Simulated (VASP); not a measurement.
Calculation: r2SCAN meta-GGA, VASP's PBE PAW potentials (set 64) (plane waves; VASP).

VASP input:

**KPOINTS**
```
kpoints
0
gamma
  15 15 15
```

### INCAR
```
! general
SYSTEM  = V
PREC    = Accurate
ENCUT   = 480
LREAL   = F
LASPH   = T   ! aspherical one-centre terms

! electronic loop
EDIFF   = 1E-6   ! SCF stop (eV)
NELM    = 100
ALGO    = Normal
LMAXMIX = 4
LMIXTAU = T

! smearing
ISMEAR  = 1
SIGMA   = 0.1

! functional
METAGGA = R2SCAN

! ions
IBRION  = 2
NSW     = 60
ISIF    = 3   ! ions, shape and volume
EDIFFG  = -0.01

! output
LWAVE   = F
LCHARG  = F
```

### POSCAR
```
V
1
   -1.4914862217     1.4914862217     1.4914862217
    1.4914862217    -1.4914862217     1.4914862217
    1.4914862217     1.4914862217    -1.4914862217
V
1
Direct
  0.0000000000   1.0000000000   1.0000000000
```

POTCAR, in this order: V_sv (PBE.64 set). Program: vasp_std.

What VASP printed:

OUTCAR:
```
 ion  position               nearest neighbor table
   1  0.000  0.000  0.000-
  LATTYP: Found a body centered cubic cell.
 ALAT       =     2.9829724434
 Subroutine PRICEL returns:
 Original cell was already a primitive cell.
 Subroutine GETGRP returns: Found 48 space group operations
The static configuration has the point symmetry O_h .
The dynamic configuration has the point symmetry O_h .
 Subroutine INISYM returns: Found 48 space group operations
 Subroutine IBZKPT returns following result:
 Found    120 irreducible k-points:

 Following reciprocal coordinates:
            Coordinates               Weight
  0.000000  0.000000  0.000000      1.000000
  0.066667  0.000000  0.000000     12.000000
  0.133333  0.000000  0.000000     12.000000
  0.200000  0.000000  0.000000     12.000000
  0.266667  0.000000  0.000000     12.000000
  0.333333  0.000000  0.000000     12.000000
  0.400000  0.000000  0.000000     12.000000
  0.466667  0.000000  0.000000     12.000000
  0.066667  0.066667  0.000000     24.000000
  0.133333  0.066667  0.000000     48.000000
...
```

**OSZICAR**
```
       N       E                     dE             d eps       ncg     rms          rms(c)
DAV:   1     0.773670392739E+02    0.77367E+02   -0.71719E+03  2400   0.137E+03
DAV:   2    -0.173888471858E+02   -0.94756E+02   -0.92921E+02  2482   0.371E+02
DAV:   3    -0.188545421194E+02   -0.14657E+01   -0.14393E+01  2578   0.546E+01
DAV:   4    -0.188637128543E+02   -0.91707E-02   -0.91697E-02  2434   0.460E+00
DAV:   5    -0.188638311443E+02   -0.11829E-03   -0.11829E-03  2494   0.509E-01    0.231E+01
DAV:   6    -0.138110054694E+02    0.50528E+01   -0.13589E+01  2410   0.603E+01    0.338E+00
DAV:   7    -0.141384534893E+02   -0.32745E+00   -0.11515E+00  2404   0.158E+01    0.241E+00
DAV:   8    -0.141009646976E+02    0.37489E-01   -0.27705E-01  2402   0.782E+00    0.106E+00
DAV:   9    -0.141340195457E+02   -0.33055E-01   -0.14121E-02  2400   0.192E+00    0.768E-01
DAV:  10    -0.141312484964E+02    0.27710E-02   -0.15833E-02  2412   0.187E+00    0.611E-02
DAV:  11    -0.141323311849E+02   -0.10827E-02   -0.13167E-03  2400   0.527E-01    0.129E-01
DAV:  12    -0.141311267256E+02    0.12045E-02   -0.74235E-04  2400   0.349E-01    0.118E-01
DAV:  13    -0.141308918616E+02    0.23486E-03   -0.52749E-04  2412   0.331E-01    0.294E-03
DAV:  14    -0.141308946494E+02   -0.27878E-05   -0.56789E-06  2382   0.341E-02    0.412E-03
DAV:  15    -0.141308908031E+02    0.38463E-05   -0.62007E-07  1220   0.109E-02    0.799E-04
DAV:  16    -0.141308912816E+02   -0.47855E-06   -0.56752E-08  1202   0.313E-03
   1 F= -.14130891E+02 E0= -.14130858E+02  d E =-.141309E+02
```

OUTCAR:
```
------------------------ aborting loop because EDIFF is reached ----------------------------------------
  FORCE on cell =-STRESS in cart. coord.  units (eV):
  Direction    XX          YY          ZZ          XY          YZ          ZX
  --------------------------------------------------------------------------------------
  Total       -0.0064766     -0.0064766     -0.0064766      0.0000000      0.0000000     -0.0000000
  in kB       -0.7818741     -0.7818741     -0.7818741      0.0000000      0.0000000     -0.0000000
  external PRESSURE =      -0.7818741 kB  Pullay stress =       0.0000000 kB
  volume of cell :       13.27
      direct lattice vectors                 reciprocal lattice vectors
    -1.491486222  1.491486222  1.491486222     0.000000000  0.335236084  0.335236084
     1.491486222 -1.491486222  1.491486222     0.335236084  0.000000000  0.335236084
     1.491486222  1.491486222 -1.491486222     0.335236084  0.335236084  0.000000000
 POSITION                                       TOTAL-FORCE (eV/Angst)
 -----------------------------------------------------------------------------------
      0.00000      0.00000      0.00000         0.000000     -0.000000      0.000000
 -----------------------------------------------------------------------------------
    total drift:                                0.000000     -0.000000      0.000000
  FREE ENERGIE OF THE ION-ELECTRON SYSTEM (eV)
  ---------------------------------------------------
  free  energy   TOTEN  =       -14.1308912816 eV

  energy  without entropy=      -14.1307907530  energy(sigma->0) =      -14.13085777

 reached required accuracy - stopping structural energy minimisation
```
(Selected blocks of OUTCAR.)

The compound is V in the bcc structure. It was relaxed first. The start is the result of an earlier pass. The run is not spin-polarised, so no magnetic state was tried.
